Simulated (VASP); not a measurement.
Input for VASP

POSCAR:
```
CdPd
3.037260
  1.0000000000   0.0000000000   0.0000000000
  0.0000000000   1.0000000000   0.0000000000
  0.0000000000   0.0000000000   1.2160598698
Cd Pd
1 1
Cart
 -0.0108960000   0.0084010000  -0.0005107451
  0.5108960000   0.4915990000   0.6085406800
```

### INCAR
```
ALGO = Normal
EDIFF = 1E-6
ENCUT = 300
ISIF = 2
ISMEAR = -1
LASPH = T
LCHARG = F
LMAXMIX = 4
LREAL = F
LWAVE = F
NELM = 100
PREC = Accurate
SIGMA = 0.1
SYSTEM = CdPd
```

File KPOINTS:
```
Regular mesh
0
G
9 9 8
0 0 0
```

POTCAR, in this order: Cd Pd (LDA.64 set). Program: vasp_std.

**Question.** Translate this LDA calculation to Quantum ESPRESSO's pw.x.

**Answer.** One equivalent input (not run):
```
&CONTROL
  calculation = 'scf'
  pseudo_dir = './pseudo'
  outdir = './out'
  tprnfor = .true.
  tstress = .true.
/
&SYSTEM
  ibrav = 0
  nat = 2
  ntyp = 2
  ecutwfc = 102
  occupations = 'smearing'
  smearing = 'fermi-dirac'
  degauss = 0.00735
  input_dft = 'pz'
/
&ELECTRONS
  conv_thr = 7.3e-08
  electron_maxstep = 100
/
ATOMIC_SPECIES
  Cd 112.414 Cd.upf
  Pd 106.420 Pd.upf
CELL_PARAMETERS angstrom
     3.0372600    0.0000000    0.0000000
     0.0000000    3.0372600    0.0000000
     0.0000000    0.0000000    3.6934900
ATOMIC_POSITIONS crystal
  Cd  -0.0108960  0.0084010 -0.0004200
  Pd   0.5108960  0.4915990  0.5004200
K_POINTS automatic
  9 9 8 0 0 0
```
Limits of the translation: the potentials are each code's own (VASP's PAW set, PseudoDojo norm-conserving files in pw.x), so ENCUT and ecutwfc are chosen apart and not converted; conv_thr bounds pw.x's estimated SCF error, while EDIFF bounds the energy change between steps.

The structure comes from a computed database's CdPd entry; how it stands against other phases isn't given here. The cell was not relaxed at this level, atoms are displaced from their ideal sites.
